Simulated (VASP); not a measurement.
Data:

```
CELL_PARAMETERS angstrom
     -1.62500     1.62500     2.47500
      1.62500    -1.62500     2.47500
      1.62500     1.62500    -2.47500
ATOMIC_POSITIONS crystal
  In 0.00000 0.00000 0.00000
```

Level of theory: PBE GGA, VASP's PBE PAW potentials (set 64) (plane waves; VASP). Settings: 550 eV cut-off, 14×14×14 Γ-centred mesh, first-order Methfessel-Paxton smearing of 0.10 eV, potentials In_d.

Question: Give the stress tensor in GPa (positive for a compressed cell).

Answer: 
```
1.75  0.00  0.00
0.00  1.75  0.00
0.00  0.00  2.23
```
The pressure is its mean diagonal, 1.91 GPa.

The compound is In in the bct structure. The cell was not relaxed at this level. The run is one of a series of settings (ENCUT = 550 against the base run), some of them coarse on purpose.
